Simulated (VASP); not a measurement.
Method: LDA (Ceperley-Alder, Perdew-Zunger), VASP's LDA PAW potentials (set 64) (plane waves; VASP).

Input for VASP

### INCAR
```
! general
SYSTEM = AlN
PREC   = Accurate
ENCUT  = 520   ! plane-wave cut-off (eV)
LREAL  = .False.   ! projection in real space or not
LASPH  = .True.   ! aspherical one-centre terms

! electronic loop
EDIFF  = 1E-8   ! SCF stop (eV)
NELM   = 100
ALGO   = Normal   ! blocked Davidson

! smearing
ISMEAR = 0
SIGMA  = 0.05   ! width (eV)

! ions
IBRION = 1
NSW    = 30   ! most ionic steps
ISIF   = 2   ! forces and stress, cell fixed
EDIFFG = -0.001   ! ionic stop

! output
LWAVE  = .False.
LCHARG = .False.
```

File POSCAR:
```
AlN
1
   -0.0000000000     2.1733520296     2.1733520296
    2.1733520296     0.0000000000     2.1733520296
    2.1733520296     2.1733520296     0.0000000000
Al N
1 1
Direct
  0.0000000000   0.0000000000   0.0000000000
  0.7500000000   0.7500000000   0.7500000000
```

KPOINTS:
```
Automatic
0
gamma
 9 9 9
0 0 0
```

POTCAR, in this order: Al N (LDA.64 set). Program: vasp_std.

### Question
What will the output report for the number of irreducible k-points (NKPTS), largest plane-wave count, number of space-group operations, FFT grid (NGX, NGY, NGZ)?

### Answer

The number of irreducible k-points (NKPTS) is 35 and the largest plane-wave count is 562. The number of space-group operations is 24 and the FFT grid (NGX, NGY, NGZ) is 24 × 24 × 24.

The structure comes from a computed database's AlN entry (F-43m); how it stands against other phases isn't given here. It was relaxed first. The start is the result of an earlier pass.
